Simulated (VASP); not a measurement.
Calculation: vdW-DF-cx, VASP's PBE PAW potentials (set 64) (plane waves; VASP).

A VASP calculation is set up with these files.

File POSCAR:
```
HfN
3.183810
  0.0000000000   0.7071067754   0.7071067754
  0.7071067754   0.0000000000   0.7071067754
  0.7071067754   0.7071067754   0.0000000000
Hf N
1 1
Direct
  0.0000000000   0.0000000000   0.0000000000
  0.5000000000   0.5000000000   0.5000000000
```

**INCAR**
```
SYSTEM=HfN
PREC=Accurate; ENCUT=520; LREAL=.FALSE.
LASPH=.TRUE.
EDIFF=1E-7; NELM=100; ALGO=Normal
LMAXMIX=6
ISMEAR=-5
GGA=CX; LUSE_VDW=.TRUE.; AGGAC=0.0
ISIF=2
LWAVE=.FALSE.; LCHARG=.TRUE.; LORBIT=11
NEDOS=601
```

KPOINTS:
```
Automatic mesh
0
G
  16 16 16
0 0 0
```

POTCAR, in this order: Hf_pv N (PBE.64 set). Program: vasp_std.

Output

**OSZICAR**
```
       N       E                     dE             d eps       ncg     rms          rms(c)
DAV:   1     0.435024417338E+02    0.43502E+02   -0.82292E+03  3190   0.128E+03
DAV:   2    -0.192445420473E+02   -0.62747E+02   -0.59102E+02  4300   0.257E+02
DAV:   3    -0.214948391775E+02   -0.22503E+01   -0.22268E+01  4111   0.422E+01
DAV:   4    -0.215152793306E+02   -0.20440E-01   -0.20428E-01  3809   0.401E+00
DAV:   5    -0.215156576887E+02   -0.37836E-03   -0.37931E-03  4193   0.373E-01    0.508E+01
DAV:   6    -0.187521172113E+02    0.27635E+01   -0.14555E+01  3695   0.273E+01    0.419E+01
DAV:   7    -0.186906584125E+02    0.61459E-01   -0.65844E-01  3634   0.740E+00    0.262E+01
DAV:   8    -0.186770877032E+02    0.13571E-01   -0.11472E-01  3757   0.327E+00    0.576E+00
DAV:   9    -0.186685070360E+02    0.85807E-02   -0.49887E-02  3759   0.158E+00    0.166E+00
DAV:  10    -0.186679976251E+02    0.50941E-03   -0.21877E-03  3802   0.428E-01    0.303E-01
DAV:  11    -0.186679975515E+02    0.73652E-07   -0.17036E-04  3878   0.124E-01    0.630E-02
DAV:  12    -0.186679983518E+02   -0.80037E-06   -0.13161E-05  3824   0.343E-02    0.377E-02
DAV:  13    -0.186679980842E+02    0.26760E-06   -0.64155E-07  3766   0.863E-03    0.129E-03
DAV:  14    -0.186679981338E+02   -0.49524E-07   -0.60725E-09  2000   0.775E-04
   1 F= -.18667998E+02 E0= -.18667998E+02  d E =0.000000E+00
```

OUTCAR:
```
------------------------ aborting loop because EDIFF is reached ----------------------------------------
  FORCE on cell =-STRESS in cart. coord.  units (eV):
  Direction    XX          YY          ZZ          XY          YZ          ZX
  --------------------------------------------------------------------------------------
  Total       -0.0007475     -0.0007475     -0.0007475     -0.0000000      0.0000000      0.0000000
  in kB       -0.0524824     -0.0524824     -0.0524824     -0.0000000      0.0000000      0.0000000
  external PRESSURE =      -0.0524824 kB  Pullay stress =       0.0000000 kB
  volume of cell :       22.82
      direct lattice vectors                 reciprocal lattice vectors
     0.000000000  2.251293622  2.251293622    -0.222094530  0.222094530  0.222094530
     2.251293622  0.000000000  2.251293622     0.222094530 -0.222094530  0.222094530
     2.251293622  2.251293622  0.000000000     0.222094530  0.222094530 -0.222094530
 POSITION                                       TOTAL-FORCE (eV/Angst)
 -----------------------------------------------------------------------------------
      0.00000      0.00000      0.00000         0.000000     -0.000000      0.000000
      2.25129      2.25129      2.25129        -0.000000      0.000000      0.000000
 -----------------------------------------------------------------------------------
    total drift:                                0.000000     -0.000000     -0.000000
  FREE ENERGIE OF THE ION-ELECTRON SYSTEM (eV)
  ---------------------------------------------------
  free  energy   TOTEN  =       -18.6679981338 eV

  energy  without entropy=      -18.6679981338  energy(sigma->0) =      -18.66799813

 total charge

# of ion       s       p       d       tot
------------------------------------------
    1        0.293   6.587   1.787   8.667
    2        1.231   2.515   0.000   3.746
--------------------------------------------------
tot          1.524   9.102   1.787  12.413
```
(Selected blocks of OUTCAR.)

For a metal the tetrahedron method with Blöchl corrections gives inexact stress and forces.

The compound is HfN in the rock salt structure. It was relaxed first. The electron count is odd and the run is not spin-polarised, which forces a metal.
